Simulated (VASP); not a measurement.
These are LDA (Ceperley-Alder, Perdew-Zunger), VASP's LDA PAW potentials (set 64) (plane waves; VASP) values and carry that method's errors.

VASP ran on this input.

KPOINTS:
```
Automatic mesh
0
Gamma
7 7 7
0 0 0
```

File KPOINTS_OPT:
```
k-points along high-symmetry lines
10
Line-mode
Reciprocal
  0.000000   0.000000   0.000000 ! GAMMA
 -0.500000  -0.500000   0.000000 ! X

 -0.500000  -0.500000   0.000000 ! X
 -0.375000  -0.375000   0.250000 ! U

 -0.375000   0.000000   0.375000 ! K
  0.000000   0.000000   0.000000 ! GAMMA

  0.000000   0.000000   0.000000 ! GAMMA
  0.000000   0.000000   0.500000 ! L

  0.000000   0.000000   0.500000 ! L
 -0.500000  -0.250000   0.250000 ! W

 -0.500000  -0.250000   0.250000 ! W
 -0.500000  -0.500000   0.000000 ! X
```

INCAR:
```
ALGO = Normal
EDIFF = 1E-6
ENCUT = 300
ISIF = 2
ISMEAR = -1
LASPH = .True.
LCHARG = .False.
LMAXMIX = 4
LREAL = .False.
LWAVE = .False.
NELM = 100
PREC = Accurate
SIGMA = 0.02
SYSTEM = InP
```

POSCAR:
```
InP
1
    0.0000000000     2.9350000000     2.9350000000
    2.9350000000     0.0000000000     2.9350000000
    2.9350000000     2.9350000000     0.0000000000
In P
1 1
Direct
  0.0000000000   0.0000000000   0.0000000000
  0.2500000000   0.2500000000   0.2500000000
```

POTCAR, in this order: In_d P (LDA.64 set). Program: vasp_std.

What VASP printed:

File OSZICAR:
```
       N       E                     dE             d eps       ncg     rms          rms(c)
DAV:   1     0.896659274311E+02    0.89666E+02   -0.64742E+03   538   0.102E+03
DAV:   2    -0.448706152382E+01   -0.94153E+02   -0.91510E+02   575   0.272E+02
DAV:   3    -0.995699411047E+01   -0.54699E+01   -0.54376E+01   685   0.723E+01
DAV:   4    -0.100882844933E+02   -0.13129E+00   -0.13124E+00   629   0.127E+01
DAV:   5    -0.100945255450E+02   -0.62411E-02   -0.62409E-02   728   0.225E+00    0.580E+00
DAV:   6    -0.970846816168E+01    0.38606E+00   -0.69651E-01   766   0.146E+01    0.356E+00
DAV:   7    -0.966667262769E+01    0.41796E-01   -0.16610E-01   705   0.347E+00    0.117E+00
DAV:   8    -0.966135113731E+01    0.53215E-02   -0.13507E-02   713   0.157E+00    0.408E-01
DAV:   9    -0.966104082966E+01    0.31031E-03   -0.14109E-03   660   0.540E-01    0.185E-01
DAV:  10    -0.966105056378E+01   -0.97341E-05   -0.13000E-04   685   0.956E-02    0.116E-01
DAV:  11    -0.966105383205E+01   -0.32683E-05   -0.14777E-05   779   0.519E-02    0.189E-02
DAV:  12    -0.966105261766E+01    0.12144E-05   -0.69918E-06   610   0.559E-02    0.161E-02
DAV:  13    -0.966105257199E+01    0.45666E-07   -0.29223E-07   315   0.514E-03
   1 F= -.96610526E+01 E0= -.96610526E+01  d E =-.310992E-07
       N       E                     dE             ncg
       N       E                     dE             ncg
       N       E                     dE             ncg
```

File OUTCAR:
```
------------------------ aborting loop because EDIFF is reached ----------------------------------------
  FORCE on cell =-STRESS in cart. coord.  units (eV):
  Direction    XX          YY          ZZ          XY          YZ          ZX
  --------------------------------------------------------------------------------------
  Total       -0.5720171     -0.5720171     -0.5720171     -0.0000000     -0.0000000     -0.0000000
  in kB      -18.1244695    -18.1244695    -18.1244695     -0.0000000     -0.0000000     -0.0000000
  external PRESSURE =     -18.1244695 kB  Pullay stress =       0.0000000 kB
  volume of cell :       50.57
      direct lattice vectors                 reciprocal lattice vectors
     0.000000000  2.935000000  2.935000000    -0.170357751  0.170357751  0.170357751
     2.935000000  0.000000000  2.935000000     0.170357751 -0.170357751  0.170357751
     2.935000000  2.935000000  0.000000000     0.170357751  0.170357751 -0.170357751
  FREE ENERGIE OF THE ION-ELECTRON SYSTEM (eV)
  ---------------------------------------------------
  free  energy   TOTEN  =        -9.6610525720 eV

  energy  without entropy=       -9.6610525409  energy(sigma->0) =       -9.66105256
```
(Selected blocks of OUTCAR.)

File OUTCAR:
```
 val. band max:        4.9619179155   @ k =   0.0000   0.0000   0.0000

 cond. band min:       5.4435153446   @ k =   0.0000   0.0000   0.0000


 Fermi energy:         5.2137144703

 k-point     1 :       0.0000    0.0000    0.0000
  band No.  band energies     occupation
      1      -9.1981      2.00000
      2      -9.1981      2.00000
      3      -9.1981      2.00000
      4      -9.0450      2.00000
      5      -9.0450      2.00000
      6      -6.5546      2.00000
      7       4.9619      1.99999
      8       4.9619      1.99999
      9       4.9619      1.99999
     10       5.4435      0.00002
     11       8.9245      0.00000
     12       8.9245      0.00000
     13       8.9245      0.00000

 k-point     2 :       0.1429    0.0000    0.0000
  band No.  band energies     occupation
      1      -9.2218      2.00000
      2      -9.1882      2.00000
      3      -9.1882      2.00000
      4      -9.0445      2.00000
      5      -9.0445      2.00000
      6      -6.3221      2.00000
      7       3.0800      2.00000
      8       4.7221      2.00000
      9       4.7221      2.00000
     10       6.5198      0.00000
     11       9.1518      0.00000
     12       9.2751      0.00000
     13       9.2751      0.00000

 k-point     3 :       0.2857    0.0000    0.0000
  band No.  band energies     occupation
      1      -9.2727      2.00000
      2      -9.1702      2.00000
      3      -9.1702      2.00000
      4      -9.0407      2.00000
      5      -9.0407      2.00000
      6      -5.6887      2.00000
      7       0.9479      2.00000
      8       4.2930      2.00000
      9       4.2930      2.00000
     10       6.5136      0.00000
     11       9.6930      0.00000
     12       9.6930      0.00000
     13      10.5202      0.00000

 k-point     4 :       0.4286    0.0000    0.0000
  band No.  band energies     occupation
      1      -9.3105      2.00000
      2      -9.1601      2.00000
      3      -9.1601      2.00000
...
```

At this cut-off the stress carries a Pulay error, which pulls relaxed volumes low. Unless said otherwise, spin-orbit coupling is left out, though it shifts the bands of the heavy elements here.

The structure is a typed InP crystal (F-43m). The cell was not relaxed at this level.
